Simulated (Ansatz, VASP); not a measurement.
## Cross-check of GaSb between VASP and Ansatz

One calculation is typed for both programs; each brings its own data sets. How far apart do they land? The cell is taken from a series of runs on this material, whose earlier steps may have relaxed, scaled, displaced or heated it; both programs get it as it stands.

Calculated with Ansatz 0.2.0; plane waves, with VASP 6.6.1 beside it; G0W0 gap at r2SCAN, DFT+U.

## (1) Set-up

It takes space group F-43m (No. 216, cubic). Conventional cell: a = 6.118 Å, b = 6.118 Å, c = 6.118 Å, α = 90.00°, β = 90.00°, γ = 90.00°. Nearest to Ga lie 4 Sb at 2.65 Å. Nearest to Sb lie 4 Ga at 2.65 Å. Farther neighbours are not listed.

## (2) VASP: G0W0 gap, r2SCAN, DFT+U

Quasiparticle shifts depend on high empty states and on the cores, so they are the hardest test of two PAW sets.

Lines of VASP's logs that name or quote its potential files are left out, and so is its time.

The run reads the wave functions of an earlier VASP run, which isn't shown here.

INCAR reads:

```
SYSTEM = GaSb
PREC = Accurate
ENCUT = 430
ISMEAR = 0
SIGMA = 0.01
LREAL = .FALSE.
METAGGA = R2SCAN
LASPH = .TRUE.
NBANDS = 256
ALGO = EVGW0
NELMGW = 1
ENCUTGW = 150
NOMEGA = 64
PRECFOCK = Fast
NBANDSGW = 24
LWAVE = .FALSE.
LCHARG = .FALSE.
```

POSCAR reads:

```
GaSb
1.0
    0.0000000000      3.0590000000      3.0590000000
    3.0590000000      0.0000000000      3.0590000000
    3.0590000000      3.0590000000      0.0000000000
Ga Sb
1 1
Direct
    0.0000000000      0.0000000000      0.0000000000
    0.2500000000      0.2500000000      0.2500000000
```

KPOINTS reads:

```
Automatic mesh
0
Gamma
6 6 6
0 0 0
```

PAW data sets: Ga_d_GW and Sb_d_GW (PBE family, release 64).

Run with:

```console
$ mpirun -np 8 vasp_std
```

Numbers of over 12 decimals in the logs are rounded to 6 here.

What it wrote:

```text
[banner, memory and clock lines left out]
running    8 mpi-ranks, on    1 nodes
 distrk:  each k-point on    8 cores,    1 groups
 distr:  one band on    1 cores,    8 groups

 POSCAR found type information on POSCAR GaSb
 POSCAR found :  2 types and       2 ions
|                                                                             |
|           W    W    AA    RRRRR   N    N  II  N    N   GGGG   !!!           |
|           W    W   A  A   R    R  NN   N  II  NN   N  G    G  !!!           |
|           W    W  A    A  R    R  N N  N  II  N N  N  G       !!!           |
|           W WW W  AAAAAA  RRRRR   N  N N  II  N  N N  G  GGG   !            |
|           WW  WW  A    A  R   R   N   NN  II  N   NN  G    G                |
|           W    W  A    A  R    R  N    N  II  N    N   GGGG   !!!           |
|                                                                             |
|     For optimal performance we recommend to set                             |
|       NCORE = 2 up to number-of-cores-per-socket                            |
|     NCORE specifies how many cores store one orbital (NPAR=cpu/NCORE).      |
|     This setting can greatly improve the performance of VASP for DFT.       |
|     The default, NCORE=1 might be grossly inefficient on modern             |
|     multi-core architectures or massively parallel machines. Do your        |
|     Unfortunately you need to use the default for GW and RPA                |
|     calculations (for HF NCORE is supported but not extensively tested      |
|     yet).                                                                   |
|                                                                             |

|                                                                             |
|               ----> ADVICE to this user running VASP <----                  |
|                                                                             |
|     You enforced a specific xc type in the INCAR file but a different       |
|     [... a line on the potential file left out ...]
|     I HOPE YOU KNOW WHAT YOU ARE DOING!                                     |
|                                                                             |

|                                                                             |
|           W    W    AA    RRRRR   N    N  II  N    N   GGGG   !!!           |
|           W    W   A  A   R    R  NN   N  II  NN   N  G    G  !!!           |
|           W    W  A    A  R    R  N N  N  II  N N  N  G       !!!           |
|           W WW W  AAAAAA  RRRRR   N  N N  II  N  N N  G  GGG   !            |
|           WW  WW  A    A  R   R   N   NN  II  N   NN  G    G                |
|           W    W  A    A  R    R  N    N  II  N    N   GGGG   !!!           |
|                                                                             |
|     The default for ENCUTGWSOFT is different in this version of VASP.       |
|     please manually set ENCUTGWSOFT =150 in the INCAR file.                 |
|                                                                             |

 LDA part: xc-table for (None), standard interpolation
 found WAVECAR, reading the header
 POSCAR, INCAR and KPOINTS ok, starting setup
 FFT: planning ... GRIDC
 FFT: planning ... GRID_SOFT
 FFT: planning ... GRID
 reading WAVECAR
 the WAVECAR file was read successfully
 initial charge from wavefunction
 available memory per node:     41.05 GB, setting MAXMEM to     42033

 The Fermi energy was updated, please check that it is located mid-gap
 values below the HOMO (VB) or above the LUMO (CB) will cause erroneous energies
 E-fermi :   3.7625

 calculate exact exchange contribution
 the WAVEDER file was read successfully
energies w=
    0.000    0.000    0.328    0.000    0.656    0.000    0.982    0.000
    1.306    0.000    1.627    0.000    1.944    0.000    2.258    0.000
    2.568    0.000    2.874    0.000    3.175    0.000    3.472    0.000
    3.765    0.000    4.054    0.000    4.340    0.000    4.622    0.000
    4.901    0.000    5.178    0.000    5.453    0.000    5.726    0.000
    5.999    0.000    6.271    0.000    6.543    0.000    6.817    0.000
    7.092    0.000    7.370    0.000    7.651    0.000    7.936    0.000
    8.226    0.000    8.522    0.000    8.825    0.000    9.137    0.000
    9.457    0.000    9.790    0.000   10.135    0.000   10.494    0.000
   10.869    0.000   11.264    0.000   11.680    0.000   12.121    0.000
   12.590    0.000   13.092    0.000   13.631    0.000   14.214    0.000
   14.847    0.000   15.539    0.000   16.302    0.000   17.146    0.000
   18.090    0.000   19.153    0.000   20.361    0.000   21.747    0.000
   23.358    0.000   25.253    0.000   27.517    0.000   30.269    0.000
   33.686    0.000   38.042    0.000   43.777    0.000   51.664    0.000
   63.170    0.000   81.492    0.000  115.143    0.000  196.905    0.000
 responsefunction array rank=     264
 LDA part: xc-table for (None), standard interpolation

 min. memory requirement per mpi rank    496.8 MB, per node   3974.2 MB

 allocating   8 responsefunctions rank=   264
 shmem allocating  64 responsefunctions rank=   264
 response function shared by NCSHMEM nodes    1
 Doing            8  frequencies on each core in blocks of           64
NQ=   1    0.0000    0.0000    0.0000,
|.........|.........|.........|.........|.........|.........|.........|.........
 performed       1660000 updates of chi_q(r,r)
 total number of BLAS operations        890.96 Gflops
NQ=   2    0.1667    0.0000    0.0000,
|.........|.........|.........|.........|.........|.........|.........|.........
 performed       4155000 updates of chi_q(r,r)
 total number of BLAS operations       2021.94 Gflops
NQ=   3    0.3333    0.0000    0.0000,
|.........|.........|.........|.........|.........|.........|.........|.........
 performed       6650000 updates of chi_q(r,r)
 total number of BLAS operations       3096.61 Gflops
NQ=   4    0.5000    0.0000    0.0000,
|.........|.........|.........|.........|.........|.........|.........|.........
 performed       8850000 updates of chi_q(r,r)
 total number of BLAS operations       4127.76 Gflops
NQ=   5    0.1667    0.1667    0.0000,
|.........|.........|.........|.........|.........|.........|.........|.........
 performed      11345000 updates of chi_q(r,r)
 total number of BLAS operations       5297.07 Gflops
NQ=   6    0.3333    0.1667    0.0000,
|.........|.........|.........|.........|.........|.........|.........|.........
 performed      14897000 updates of chi_q(r,r)
 total number of BLAS operations       6893.43 Gflops
NQ=   7    0.5000    0.1667    0.0000,
|.........|.........|.........|.........|.........|.........|.........|.........
 performed      18449000 updates of chi_q(r,r)
 total number of BLAS operations       8544.13 Gflops
NQ=   8   -0.3333    0.1667    0.0000,
|.........|.........|.........|.........|.........|.........|.........|.........
 performed      22001000 updates of chi_q(r,r)
 total number of BLAS operations      10236.18 Gflops
NQ=   9   -0.1667    0.1667    0.0000,
|.........|.........|.........|.........|.........|.........|.........|.........
 performed      25160000 updates of chi_q(r,r)
 total number of BLAS operations      11643.89 Gflops
NQ=  10    0.3333    0.3333    0.0000,
|.........|.........|.........|.........|.........|.........|.........|.........
 performed      27655000 updates of chi_q(r,r)
 total number of BLAS operations      12774.87 Gflops
NQ=  11    0.5000    0.3333    0.0000,
|.........|.........|.........|.........|.........|.........|.........|.........
 performed      31207000 updates of chi_q(r,r)
 total number of BLAS operations      14344.40 Gflops
NQ=  12   -0.3333    0.3333    0.0000,
|.........|.........|.........|.........|.........|.........|.........|.........
 performed      34366000 updates of chi_q(r,r)
 total number of BLAS operations      15752.11 Gflops
NQ=  13    0.5000    0.5000    0.0000,
|.........|.........|.........|.........|.........|.........|.........|.........
 performed      36394000 updates of chi_q(r,r)
 total number of BLAS operations      16610.72 Gflops
NQ=  14    0.5000    0.3333    0.1667,
|.........|.........|.........|.........|.........|.........|.........|.........
 performed      40315000 updates of chi_q(r,r)
 total number of BLAS operations      18372.73 Gflops
NQ=  15   -0.3333    0.3333    0.1667,
|.........|.........|.........|.........|.........|.........|.........|.........
 performed      44039000 updates of chi_q(r,r)
 total number of BLAS operations      20060.54 Gflops
NQ=  16   -0.3333    0.5000    0.1667,
|.........|.........|.........|.........|.........|.........|.........|.........
 performed      47210000 updates of chi_q(r,r)
 total number of BLAS operations      21497.78 Gflops
 resolving degeneracies of screened two electron integrals

 calculate QP shifts <psi_nk| G(iteration)W_0 |psi_nk>: iteration 1
 entering main loop
```

From OUTCAR (step 2):

```text
ion  position               nearest neighbor table
   1  0.000  0.000  0.000-   2 2.65   2 2.65   2 2.65   2 2.65
   2  0.250  0.250  0.250-   1 2.65   1 2.65   1 2.65   1 2.65

  LATTYP: Found a face centered cubic cell.
 ALAT       =     6.1180000000

 Subroutine GETGRP returns: Found 24 space group operations
 (whereof 24 operations were pure point group operations)

The static configuration has the point symmetry T_d .

 Found     16 irreducible k-points:

   k-points           NKPTS =     16   k-points in BZ     NKDIM =    216   number of bands    NBANDS=    256

   dimension x,y,z NGX =    30 NGY =   30 NGZ =   30
   dimension x,y,z NGXF=    60 NGYF=   60 NGZF=   60

   ENCUT  =  430.0 eV  31.60 Ry    5.62 a.u.   7.31  7.31  7.31*2*pi/ulx,y,z

   NELECT =      28.0000    total number of electrons

  energy-cutoff  :      430.00
  volume of cell :       57.25
      direct lattice vectors                 reciprocal lattice vectors
     0.000000000  3.059000000  3.059000000    -0.163452109  0.163452109  0.163452109
     3.059000000  0.000000000  3.059000000     0.163452109 -0.163452109  0.163452109
     3.059000000  3.059000000  0.000000000     0.163452109  0.163452109 -0.163452109

 k-points in reciprocal lattice and weights: Automatic mesh
   0.00000000  0.00000000  0.00000000       0.005
   0.16666667  0.00000000  0.00000000       0.037
   0.33333333  0.00000000  0.00000000       0.037
   0.50000000  0.00000000  0.00000000       0.019
   0.16666667  0.16666667  0.00000000       0.028
   0.33333333  0.16666667  0.00000000       0.111
   0.50000000  0.16666667  0.00000000       0.111
  -0.33333333  0.16666667  0.00000000       0.111
  -0.16666667  0.16666667  0.00000000       0.056
[...]
-0.33333333  0.33333333  0.16666667       0.111
  -0.33333333  0.50000000  0.16666667       0.056

 E-fermi :   3.7625

 QP shifts <psi_nk| G(iteration)W_0 |psi_nk>: iteration 1
 for sc-GW calculations column KS-energies equals QP-energies in previous step
 and V_xc(KS)=  KS-energies - (<T + V_ion + V_H > + <T+V_H+V_ion>^1  + <V_x>^1)
 k-point   1 :       0.0000    0.0000    0.0000
  band No.  KS-energies  QP-energies   sigma(KS)   V_xc(KS)     V^pw_x(r,r')   Z            occupation Imag(sigma)
    ...
     11      -8.2729      -8.3998     -11.8552     -11.6610     -17.2691       0.6535       2.0000       0.9285
     12       3.3763       3.2464     -12.3120     -12.1440     -12.8488       0.7725       2.0000       0.0780
     13       3.3763       3.2464     -12.3120     -12.1440     -12.8488       0.7725       2.0000       0.0780
     14       3.3763       3.2464     -12.3120     -12.1440     -12.8488       0.7725       2.0000       0.0780
     15       4.1487       4.3190     -11.6328     -11.8517      -7.9326       0.7776       0.0000      -0.0236
     16       6.5909       6.6546      -9.7734      -9.8570      -5.7288       0.7622       0.0000      -0.1032
     17       6.5909       6.6546      -9.7734      -9.8570      -5.7288       0.7622       0.0000      -0.1032
     18       6.5909       6.6546      -9.7734      -9.8570      -5.7288       0.7622       0.0000      -0.1032
    ...

 k-point   2 :       0.1667    0.0000    0.0000
  band No.  KS-energies  QP-energies   sigma(KS)   V_xc(KS)     V^pw_x(r,r')   Z            occupation Imag(sigma)
    ...
     11      -7.9855      -8.1222     -11.9328     -11.7258     -17.2177       0.6601       2.0000       0.9053
     12       0.8501       0.6213     -11.9259     -11.6201     -13.0802       0.7482       2.0000       0.1319
     13       3.0217       2.8234     -12.1065     -11.8484     -12.7264       0.7686       2.0000       0.0795
     14       3.0217       2.8234     -12.1065     -11.8484     -12.7264       0.7686       2.0000       0.0795
     15       4.9210       5.0651     -10.6492     -10.8355      -6.9794       0.7737       0.0000      -0.0571
     16       7.1064       7.2144      -9.9277     -10.0702      -5.7315       0.7580       0.0000      -0.1148
     17       7.1064       7.2144      -9.9277     -10.0702      -5.7315       0.7580       0.0000      -0.1148
     18       7.8544       7.9091     -10.4150     -10.4871      -6.0406       0.7599       0.0000      -0.1215
    ...

 k-point   3 :       0.3333    0.0000    0.0000
  band No.  KS-energies  QP-energies   sigma(KS)   V_xc(KS)     V^pw_x(r,r')   Z            occupation Imag(sigma)
    ...
     11      -7.2212      -7.3732     -12.1930     -11.9683     -17.1292       0.6762       2.0000       0.8351
     12      -1.6983      -1.9859     -11.4976     -11.0996     -14.0070       0.7226       2.0000       0.2866
     13       2.5168       2.2433     -11.9534     -11.5944     -12.7715       0.7621       2.0000       0.0854
     14       2.5168       2.2433     -11.9534     -11.5944     -12.7715       0.7621       2.0000       0.0854
     15       4.4672       4.5965     -10.2286     -10.3947      -6.6629       0.7781       0.0000      -0.0588
     16       7.4913       7.6618      -9.6266      -9.8516      -5.3234       0.7577       0.0000      -0.1280
     17       7.4913       7.6618      -9.6266      -9.8516      -5.3234       0.7577       0.0000      -0.1280
     18      10.4449      10.3319      -9.3810      -9.2305      -4.2193       0.7512       0.0000      -0.2710
    ...

 k-point   4 :       0.5000    0.0000    0.0000
  band No.  KS-energies  QP-energies   sigma(KS)   V_xc(KS)     V^pw_x(r,r')   Z            occupation Imag(sigma)
    ...
     11      -6.6261      -6.7777     -12.5157     -12.2953     -17.1664       0.6879       2.0000       0.7710
     12      -2.9137      -3.2215     -11.1142     -10.6823     -14.2475       0.7126       2.0000       0.4033
     13       2.3193       2.0193     -11.9187     -11.5243     -12.8219       0.7607       2.0000       0.0881
     14       2.3193       2.0193     -11.9187     -11.5243     -12.8219       0.7607       2.0000       0.0881
     15       4.2609       4.3944     -10.1943     -10.3656      -6.6849       0.7795       0.0000      -0.0571
     16       7.4335       7.6259      -9.3955      -9.6485      -5.1356       0.7603       0.0000      -0.1274
     17       7.4335       7.6259      -9.3955      -9.6485      -5.1356       0.7603       0.0000      -0.1274
     18      10.4544      10.1169      -7.2666      -6.8239      -2.3290       0.7623       0.0000      -0.2632
    ...

[... 4 further parts left out ...]
```

The PAW data sets were made with PBE, which is usual practice but a small mismatch for other functionals.

(Part 1 of 2 ends here.)

[Lines on the potential files, build, host, timing and source positions are cut from VASP's logs without a mark.]

[Logs are printed without paths, hosts, clocks, repeated set-up lines and the standing remarks that a program may print on its own settings, such as how far it seeks lower states.]

[Hosts, paths, dates, database ids (printed as entryN), source tags and the programs' standing remarks are cut or masked in the printed files.]
